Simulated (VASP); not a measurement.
# TaAlO3 (R32) in VASP: single point with r2SCAN

Aim: the single point of TaAlO3 with r2SCAN.

Program: VASP 6.6.1. These are calculated values, not measurements. Logs are shortened: lines on timing, memory, paths and dates and some standing lists are left out, and cuts for length are marked.

## 1. Starting point

It takes space group R32 (No. 155, trigonal). The conventional cell has a = 5.256 Å, b = 5.256 Å, c = 12.875 Å, α = 90.00°, β = 90.00°, γ = 120.00°. Ta (site symmetry 3) has 6 O at 2.10 to 2.24 Å as nearest neighbours. Al (site symmetry 3) is surrounded by 6 O at 1.89 to 1.98 Å. Around O (site symmetry 2) lie 2 Al at 1.98 Å and 2 Ta at 2.10 Å. Around O (site symmetry 2) lie 2 Al at 1.89 Å.

The cell was built by a generator and needn't be a form met in nature.

## 2. Single point, r2SCAN

INCAR

```
  PREC = Accurate
  ENCUT = 520
  EDIFF = 1E-6
  ISMEAR = 0
  SIGMA = 0.1
  LREAL = False
  LASPH = True
  NELM = 150
  ALGO = Normal
  ISIF = 2
  LWAVE = False
  LCHARG = False
  METAGGA = R2SCAN
  LMIXTAU = True
  NBANDS = 43
  KPAR = 4
```

KPOINTS

```
regular mesh
0
Gamma
  8 8 8
```

POSCAR

```
TaAlO3
1.0
    2.6281180000      1.5173450000      4.2915500000
   -2.6281180000      1.5173450000      4.2915500000
    0.0000000000     -3.0346900000      4.2915500000
Ta Al O
2 2 6
Direct
    0.9006050000      0.9006050000      0.9006050000
    0.0993950000      0.0993950000      0.0993950000
    0.3955510000      0.3955510000      0.3955510000
    0.6044490000      0.6044490000      0.6044490000
    0.5000000000      0.2224490000      0.7775510000
    0.2224490000      0.7775510000      0.5000000000
    0.7775510000      0.5000000000      0.2224490000
    0.6507890000      0.0000000000      0.3492110000
    0.0000000000      0.3492110000      0.6507890000
    0.3492110000      0.6507890000      0.0000000000
```

Potentials or basis: VASP PAW PBE potentials, release 64 (Ta_pv, Al, O).

Launch:

```
$ cat potpaw_PBE.64/Ta_pv/POTCAR potpaw_PBE.64/Al/POTCAR potpaw_PBE.64/O/POTCAR > POTCAR
$ mpirun -np 4 vasp_std > vasp.out
```

OUTCAR:

```text
PREC = Accurate
   ENCUT = 520
   EDIFF = 1E-6
   ISMEAR = 0
   LREAL = False
   LASPH = True
   NELM = 150
   ISIF = 2
   METAGGA = R2SCAN

 ion  position               nearest neighbor table
   1  0.901  0.901  0.901-   5 2.10   6 2.10   7 2.10  10 2.24   9 2.24   8 2.24   2 2.56   4 3.07
                             4 3.07   4 3.07   2 3.49   2 3.49   2 3.49
   2  0.099  0.099  0.099-   7 2.10   6 2.10   5 2.10  10 2.24   9 2.24   8 2.24   1 2.56   3 3.07
                             3 3.07   3 3.07   1 3.49   1 3.49   1 3.49
   3  0.396  0.396  0.396-   8 1.89   9 1.89  10 1.89   6 1.98   7 1.98   5 1.98   4 2.69   2 3.07
                             2 3.07   2 3.07
   4  0.604  0.604  0.604-   9 1.89   8 1.89  10 1.89   6 1.98   7 1.98   5 1.98   3 2.69   1 3.07
                             1 3.07   1 3.07
   5  0.500  0.222  0.778-   3 1.98   4 1.98   1 2.10   2 2.10
   6  0.222  0.778  0.500-   3 1.98   4 1.98   1 2.10   2 2.10
   7  0.778  0.500  0.222-   3 1.98   4 1.98   2 2.10   1 2.10
   8  0.651  0.000  0.349-   3 1.89   4 1.89   1 2.24   2 2.24
   9  0.000  0.349  0.651-   4 1.89   3 1.89   1 2.24   2 2.24
  10  0.349  0.651  0.000-   3 1.89   4 1.89   1 2.24   2 2.24

  LATTYP: Found a trigonal (rhomboedric) cell.
 ALAT       =     5.2561149910
 COS(alpha) =     0.4999767666

  Lattice vectors:

 A1 = (   2.6281180000,   1.5173450000,   4.2915500000)
 A2 = (  -2.6281180000,   1.5173450000,   4.2915500000)
 A3 = (   0.0000000000,  -3.0346900000,   4.2915500000)

Analysis of symmetry for initial positions (statically):
=====================================================================
 Subroutine PRICEL returns:
 Original cell was already a primitive cell.

 Routine SETGRP: Setting up the symmetry group for a
 trigonal (rhombohedral) supercell.

 Subroutine GETGRP returns: Found  6 space group operations
 (whereof  6 operations were pure point group operations)
 out of a pool of 12 trial point group operations.

The static configuration has the point symmetry D_3 .

Analysis of symmetry for dynamics (positions and initial velocities):
=====================================================================
 Subroutine PRICEL returns:
 Original cell was already a primitive cell.

 Routine SETGRP: Setting up the symmetry group for a
 trigonal (rhombohedral) supercell.

 Subroutine GETGRP returns: Found  6 space group operations
 (whereof  6 operations were pure point group operations)
 out of a pool of 12 trial point group operations.

The dynamic configuration has the point symmetry D_3 .

 Subroutine INISYM returns: Found  6 space group operations
 (whereof  6 operations are pure point group operations),
 and found     1 'primitive' translations

----------------------------------------------------------------------------------------

                                     Primitive cell

  volume of cell :     102.6821

  direct lattice vectors                    reciprocal lattice vectors
     2.628118000  1.517345000  4.291550000     0.190250209  0.109840983  0.077672014
    -2.628118000  1.517345000  4.291550000    -0.190250209  0.109840983  0.077672014
     0.000000000 -3.034690000  4.291550000     0.000000000 -0.219681966  0.077672014

  length of vectors
     5.256114675  5.256114675  5.256114991     0.233008853  0.233008853  0.233008816

  position of ions in fractional coordinates (direct lattice)
     0.900605000  0.900605000  0.900605000
     0.099395000  0.099395000  0.099395000
     0.395551000  0.395551000  0.395551000
     0.604449000  0.604449000  0.604449000
     0.500000000  0.222449000  0.777551000
     0.222449000  0.777551000  0.500000000
     0.777551000  0.500000000  0.222449000
     0.650789000  1.000000000  0.349211000
     0.000000000  0.349211000  0.650789000
     0.349211000  0.650789000  0.000000000

  ion indices of the primitive-cell ions
   primitive index   ion index
                 1           1
                 2           2
                 3           3
                 4           4
                 5           5
                 6           6
                 7           7
                 8           8
                 9           9
                10          10

----------------------------------------------------------------------------------------

 KPOINTS: regular mesh

Automatic generation of k-mesh.
 Grid dimensions read from file:
 generate k-points for:    8    8    8

 Generating k-lattice:

  Cartesian coordinates                     Fractional coordinates (reciprocal lattice)
     0.023781276  0.013730123  0.009709002     0.125000000 -0.000000000  0.000000000
    -0.023781276  0.013730123  0.009709002    -0.000000000  0.125000000  0.000000000
     0.000000000 -0.027460246  0.009709002     0.000000000  0.000000000  0.125000000

  Length of vectors
     0.029126107  0.029126107  0.029126102

  Shift w.r.t. Gamma in fractional coordinates (k-lattice)
     0.000000000  0.000000000  0.000000000

 Subroutine IBZKPT returns following result:
 ===========================================

 Found     65 irreducible k-points:

 Following reciprocal coordinates:
            Coordinates               Weight
  0.000000  0.000000  0.000000      1.000000
  0.125000 -0.000000  0.000000      6.000000
  0.250000 -0.000000  0.000000      6.000000
  0.375000  0.000000  0.000000      6.000000
  0.500000 -0.000000  0.000000      3.000000
  0.125000  0.125000  0.000000      6.000000
[... 16 lines left out ...]
  0.250000  0.125000  0.125000      6.000000
  0.375000  0.125000  0.125000      6.000000
 [... further k-points ...]
   k-points           NKPTS =     65   k-points in BZ     NKDIM =     65   number of bands    NBANDS=     43
   number of dos      NEDOS =    301   number of ions     NIONS =     10
   total plane-waves  NPLWV =  64000
   dimension x,y,z NGX =    40 NGY =   40 NGZ =   40
   dimension x,y,z NGXF=    80 NGYF=   80 NGZF=   80
   ions per type =               2   2   6
   NGX,Y,Z   is equivalent  to a cutoff of  12.65, 12.65, 12.65 a.u.
   NGXF,Y,Z  is equivalent  to a cutoff of  25.30, 25.30, 25.30 a.u.
 SYSTEM =  unknown system
   PREC   = accura    normal or accurate (medium, high low for compatibility)
   ISTART =      0    job   : 0-new  1-cont  2-samecut
   ICHARG =      2    charge: 1-file 2-atom 10-const
   ISPIN  =      1    spin polarized calculation?
   LNONCOLLINEAR =      F non collinear calculations
   LSORBIT =      F    spin-orbit coupling
   LASPH  =      T    aspherical Exc in radial PAW
   ENCUT  =  520.0 eV  38.22 Ry    6.18 a.u.   9.77  9.77  9.77*2*pi/ulx,y,z
   NELM   =    150;   NELMIN=  2; NELMDL= -5     # of ELM steps
   EDIFF  = 0.1E-05   stopping-criterion for ELM
   LREAL  =      F    real-space projection
   EDIFFG = 0.1E-04   stopping-criterion for IOM
   NSW    =      0    number of steps for IOM
   IBRION =     -1    ionic relax: 0-MD 1-quasi-New 2-CG
   NFREE  =      0    steps in history (QN), initial steepest desc. (CG)
   ISIF   =      2    stress and relaxation
   ISYM   =      2    0-nonsym 1-usesym 2-fastsym
   POTIM  = 0.5000    time-step for ionic-motion
   TEBEG  =    0.0;   TEEND  =   0.0 temperature during run
   PSTRESS=    0.0 pullay stress
   NELECT =      64.0000    total number of electrons
   NUPDOWN=      -1.0000    fix difference up-down
   EMIN   =  10.00;   EMAX   =-10.00  energy-range for DOS
   EFERMI =   0.00;   METHOD = LEGACY
   ISMEAR =     0;   SIGMA  =   0.10  broadening in eV -4-tet -1-fermi 0-gaus
   EFERMI_NEDOS =   21; number of points for ismear=-14 and -15
   IALGO  =     38    algorithm
   IMIX   =      4    mixing-type and parameters
     AMIX     =   0.40;   BMIX     =  1.00
     AMIX_MAG =   1.60;   BMIX_MAG =  1.00
  volume/ion in A,a.u.               =      10.27        69.29
  Fermi-wavevector in a.u.,A,eV,Ry     =   1.398417  2.642624 26.607137  1.955569
  Thomas-Fermi vector in A             =   2.521577
   LORBIT       =      0    0 simple, 1 ext, 2 COOP (PROOUT), +10 PAW based schemes
   METAGGA = R2SCAN    functional components
   LHFCALC =     F    Hartree Fock is set to
   AEXX    =    0.0000 exact exchange contribution
   IVDW    =     0    specifies the selected vdW correction
   LEPSILON=     F    determine dielectric tensor
   LRPA    =     F    only Hartree local field effects (RPA)
 non-spin polarized calculation
 Gauss-broadening in eV      SIGMA  =   0.10
  energy-cutoff  :      520.00
  volume of cell :      102.68
 maximum number of plane-waves:      2788
   NGX = 19   NGY = 19   NGZ = 19

 number of electron      64.0000002 magnetization

 Free energy of the ion-electron system (eV)
  ---------------------------------------------------
  ext. energy  EPLUGINS =         0.00000000
  ---------------------------------------------------
  free energy    TOTEN  =      -173.05161849 eV

  energy without entropy =     -173.03901882  energy(sigma->0) =     -173.04531866

 E-fermi :   8.3929     XC(G=0): -12.4523

 val. band max:        8.3911206663   @ k =  -0.3750   0.2500   0.2500
 cond. band min:       8.4020944200   @ k =   0.2500   0.2500   0.2500
 fundamental gap:      0.0109737537
 Fermi energy:         8.3928635597

 k-point     1 :       0.0000    0.0000    0.0000
  band No.  band energies     occupation
      1     -29.3987      2.00000
      2     -29.1688      2.00000
      3     -29.1688      2.00000
      4     -29.0707      2.00000
      5     -29.0707      2.00000
      6     -28.2533      2.00000
[... 35 lines left out ...]
     42      13.4775      0.00000
     43      16.3818      0.00000

 k-point     2 :       0.1250   -0.0000    0.0000
  band No.  band energies     occupation
      1     -29.3972      2.00000
      2     -29.1850      2.00000
      3     -29.1610      2.00000
      4     -29.0790      2.00000
      5     -29.0546      2.00000
      6     -28.2559      2.00000
[... 1004 lines left out ...]
 k-point    24 :       0.3750    0.1250    0.1250
  band No.  band energies     occupation
      1     -29.3826      2.00000
      2     -29.2311      2.00000
      3     -29.1620      2.00000
      4     -29.0787      2.00000
      5     -29.0092      2.00000
      6     -28.2753      2.00000
[... 35 lines left out ...]
     42      14.5457      0.00000
     43      15.1986      0.00000

 [... further k-points ...]

------------------------ aborting loop because EDIFF is reached ----------------------------------------

  FORCE on cell =-STRESS in cart. coord.  units (eV):
  Direction    XX          YY          ZZ          XY          YZ          ZX
  --------------------------------------------------------------------------------------
  -------------------------------------------------------------------------------------
  Total       -3.7789900     -3.7789918     -3.9022811      0.0000000      0.0000000      0.0000000
  in kB      -58.9646458    -58.9646742    -60.8883925      0.0000000      0.0000000      0.0000000
  external PRESSURE =     -59.6059042 kB  Pullay stress =       0.0000000 kB

 VOLUME and BASIS-vectors are now :
 -----------------------------------------------------------------------------
  energy-cutoff  :      520.00
  volume of cell :      102.68
      direct lattice vectors                 reciprocal lattice vectors
     2.628118000  1.517345000  4.291550000     0.190250209  0.109840983  0.077672014
    -2.628118000  1.517345000  4.291550000    -0.190250209  0.109840983  0.077672014
     0.000000000 -3.034690000  4.291550000     0.000000000 -0.219681966  0.077672014

 POSITION                                       TOTAL-FORCE (eV/Angst)
 -----------------------------------------------------------------------------------
      0.00000      0.00000     11.59497         0.000000     -0.000000      0.276963
      0.00000      0.00000      1.27968         0.000000      0.000000     -0.276963
      0.00000      0.00000      5.09258         0.000000      0.000000      0.120436
      0.00000      0.00000      7.78207         0.000000     -0.000000     -0.120436
      0.72944     -1.26342      6.43732        -0.063496      0.109979      0.000000
     -1.45887      0.00000      6.43732         0.126992     -0.000000      0.000000
      0.72944      1.26342      6.43732        -0.063496     -0.109979      0.000000
      1.71035     -0.07228      4.29155        -0.066948     -0.115957      0.000000
     -0.91777     -1.44507      4.29155        -0.066948      0.115957      0.000000
     -0.79258      1.51734      4.29155         0.133896     -0.000000      0.000000
 -----------------------------------------------------------------------------------
    total drift:                                0.000006     -0.000000     -0.000000

  FREE ENERGIE OF THE ION-ELECTRON SYSTEM (eV)
  ---------------------------------------------------
  free  energy   TOTEN  =      -173.0516184938 eV

  energy  without entropy=     -173.0390188244  energy(sigma->0) =     -173.04531866
```

Run time: 4.7 min. Hardware: 4 MPI ranks of AMD EPYC 9R45 (Zen 5), shared host; peak memory 0.4 GiB.

Results:

```yaml
Free_energy: -173.0516 eV
Pressure: -6.0 GPa
Largest_force: 0.277 eV/Å
Band_gap_on_the_k_mesh: none (metal or under the smearing width)
```

Forces on the atoms (eV/Å):
```
Ta   0.000  0.000  0.277
Ta   0.000  0.000 -0.277
Al   0.000  0.000  0.120
Al   0.000  0.000 -0.120
O   -0.063  0.110  0.000
O    0.127  0.000  0.000
O   -0.063 -0.110  0.000
O   -0.067 -0.116  0.000
O   -0.067  0.116  0.000
O    0.134  0.000  0.000
```

Levels at points of the mesh, in eV from the Fermi level:
```csv
k point,band 30,band 31,band 32,band 33,band 34,band 35
"(0.00, 0.00, 0.00)",-4.58,-1.90,0.38,0.38,1.40,1.40
"(0.50, 0.00, 0.00)",-4.82,-1.49,-0.53,0.54,0.64,1.92
"(0.50, 0.50, 0.00)",-4.98,-1.56,-0.67,0.45,0.61,2.20
"(0.50, 0.50, 0.50)",-5.27,-1.54,0.03,0.03,1.64,1.64
```

Caveat: the PAW data sets were made with another functional, which shifts forces and pressure a little.
